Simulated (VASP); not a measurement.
Input:

```yaml
crystal:
  lattice:
    - [-1.72428, 1.72428, 1.72428]
    - [1.72428, -1.72428, 1.72428]
    - [1.72428, 1.72428, -1.72428]
  atoms:
    - { symbol: Li, position: [0.00000, 0.00000, 0.00000] }
```

All values below come from AM05 GGA, VASP's PBE PAW potentials (set 64) (plane waves; VASP). Settings: 520 eV cut-off, 13×13×13 Γ-centred mesh, first-order Methfessel-Paxton smearing of 0.10 eV, potentials Li_sv.

Question: What does the run give for the energy per atom (σ→0), band gap (on the k-mesh) with the smallest direct gap where there is one?

Answer: 
* **band gap (on the k-mesh)**: none (metal, semimetal or under 0.01 eV)
* **energy per atom (σ→0)**: -1.912 eV/atom

Only differences to runs with the same potentials and settings are physical.

The compound is Li in the bcc structure. It was relaxed first. The start is the result of an earlier pass.
